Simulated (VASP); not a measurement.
```yaml
crystal:
  lattice:
    - [1.22289, -2.11811, 0.00000]
    - [1.22289, 2.11811, 0.00000]
    - [0.00000, 0.00000, 6.61794]
  atoms:
    - { symbol: C, position: [0.00000, 0.00000, 0.25000] }
    - { symbol: C, position: [0.00000, 0.00000, 0.75000] }
    - { symbol: C, position: [0.33333, 0.66667, 0.25000] }
    - { symbol: C, position: [0.66667, 0.33333, 0.75000] }
```

Method: LDA (Ceperley-Alder, Perdew-Zunger), VASP's LDA PAW potentials (set 64) (plane waves; VASP). Run with 620 eV cut-off, 10×10×4 Γ-centred mesh, Gaussian smearing of 0.050 eV, potentials C.

Question: Predict the energy per atom (σ→0).

Answer: 
```yaml
energy per atom (σ→0): -10.118 eV/atom
```

Total energies compare only between runs with the same potentials, cut-off and functional.

The compound is C in the graphite structure. It was relaxed first.
